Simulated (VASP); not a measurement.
The input files of a VASP run:

File POSCAR:
```
AlCo3N
1
    3.6423517596     0.0000000000    -0.0000000000
    0.0000000000     3.6423517596     0.0000000000
    0.0000000000     0.0000000000     3.6423517596
Al N Co
1 1 3
Direct
  0.0000000000   0.0000000000   0.0000000000
  0.5000000000   0.5000000000   0.5000000000
  0.0000000000   0.5000000000   0.5000000000
  0.5000000000   0.5000000000   0.0000000000
  0.5000000000   0.0000000000   0.5000000000
```

INCAR:
```
SYSTEM = AlCo3N
PREC = Accurate
ENCUT = 600
EDIFF = 1E-7
NELM = 100
ALGO = Normal
LREAL = .FALSE.
LASPH = .TRUE.
ISMEAR = 1
SIGMA = 0.1
GGA = PS
LMAXMIX = 4
ISPIN = 2
MAGMOM = -0.0 0.1 0.8 0.8 0.8
LORBIT = 10
LWAVE = .FALSE.
LCHARG = .FALSE.
ISIF = 3
IBRION = 2
NSW = 40
EDIFFG = -0.01
PSTRESS = 100
```

File KPOINTS:
```
Automatic mesh
0
Gamma
8 8 8
0 0 0
```

POTCAR, in this order: Al N Co (PBE.64 set). Program: vasp_std.

### Question
Translate this PBEsol calculation to Quantum ESPRESSO's pw.x.

### Answer
One equivalent input (not run):
```
&CONTROL
  calculation = 'vc-relax'
  pseudo_dir = './pseudo'
  outdir = './out'
  tprnfor = .true.
  tstress = .true.
  nstep = 40
  forc_conv_thr = 0.00039
/
&SYSTEM
  ibrav = 0
  nat = 5
  ntyp = 3
  ecutwfc = 96
  occupations = 'smearing'
  smearing = 'methfessel-paxton'
  degauss = 0.00735
  input_dft = 'pbesol'
  nspin = 2
  starting_magnetization(2) = 0.01
  starting_magnetization(3) = 0.08
/
&ELECTRONS
  conv_thr = 7.3e-09
  electron_maxstep = 100
/
&IONS
/
&CELL
  press = 100
/
ATOMIC_SPECIES
  Al 26.982 Al.upf
  N 14.007 N.upf
  Co 58.933 Co.upf
CELL_PARAMETERS angstrom
     3.6423518    0.0000000   -0.0000000
     0.0000000    3.6423518    0.0000000
     0.0000000    0.0000000    3.6423518
ATOMIC_POSITIONS crystal
  Al   0.0000000  0.0000000  0.0000000
  N    0.5000000  0.5000000  0.5000000
  Co   0.0000000  0.5000000  0.5000000
  Co   0.5000000  0.5000000  0.0000000
  Co   0.5000000  0.0000000  0.5000000
K_POINTS automatic
  8 8 8 0 0 0
```
What does not carry over: the potentials are each code's own (VASP's PAW set, PseudoDojo norm-conserving files in pw.x), so ENCUT and ecutwfc are chosen apart and not converted; conv_thr bounds pw.x's estimated SCF error, while EDIFF bounds the energy change between steps; starting_magnetization is a fraction of the valence charge and MAGMOM a moment in μB, so they match only roughly; forc_conv_thr acts on force components and is met together with etot_conv_thr.

The structure was generated: AlCo3N was put into the cubic-perovskite type (Pm-3m), which need not be its known phase. It was relaxed first under an external pressure of 10 GPa.
